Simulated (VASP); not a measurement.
Data:

```
CELL_PARAMETERS angstrom
      0.00000     3.22413     3.22413
      3.22413     0.00000     3.22413
      3.22413     3.22413     0.00000
ATOMIC_POSITIONS crystal
  Hg 0.00000 0.00000 0.00000
  Te 0.25000 0.25000 0.25000
```

Calculation: LDA (Ceperley-Alder, Perdew-Zunger), VASP's LDA PAW potentials (set 64) (plane waves; VASP). Run with 400 eV cut-off, 9×9×9 Γ-centred mesh, first-order Methfessel-Paxton smearing of 0.10 eV, potentials Hg Te.

Unless said otherwise, spin-orbit coupling is left out, though it shifts the bands of the heavy elements here.

Question: Predict the energy per atom (σ→0), band gap (on the k-mesh) with the smallest direct gap where there is one.

Answer: 
| Property | Value |
|---|---|
| band gap (on the k-mesh) | none (metal, semimetal or under 0.01 eV) |
| energy per atom (σ→0) | -2.519 eV/atom |

Total energies compare only between runs with the same potentials, cut-off and functional.

The compound is HgTe in the zinc blende structure. It was relaxed first. The start is the result of an earlier pass.
